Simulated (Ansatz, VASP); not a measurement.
Ni2N in VASP and in Ansatz

```
Ni N
1.0
     0.00000    3.20757    3.20757
     3.20757    0.00000    3.20757
     3.20757    3.20757    0.00000
Ni N
4 2
Cartesian
  4.0095 4.0095 4.0095
  4.0095 2.4057 2.4057
  2.4057 2.4057 4.0095
  2.4057 4.0095 2.4057
  0.0000 0.0000 0.0000
  1.6038 1.6038 1.6038
```

Alike in both runs: functional PBE; k mesh 6 × 6 × 6; occupations gaussian, width 0.1 eV; no spin polarisation.

Ansatz relaxed the structure, and its values are those at the end. VASP's run is a single point on that final structure, the one shown.

```csv
,VASP,Ansatz
version,VASP 6.6.1,Ansatz 0.2.0
potentials or method,"VASP PAW PBE potentials, release 64 (Ni, N)","scalar-relativistic, plane waves, PAW"
plane-wave cutoff (eV),520,420
valence electrons in the cell,50,82
```

Ansatz gave:

| Quantity | Value |
| --- | --- |
| gap on the k mesh at the Fermi level (eV) | none |
| pressure (GPa) | 0.2 |

Task: What did VASP give for the same quantities?

Result: gap on the k mesh at the Fermi level (eV): none; pressure (GPa): 0.0.

A gap of «none» marks a metal or a gap that the smearing closes. The two sets of potentials don't hold the same shells in valence.

Caveats: the run has no spin polarisation, though such a crystal can be magnetic. Spin polarisation is off, so any magnetic state and its effect on volume and gap are missing.
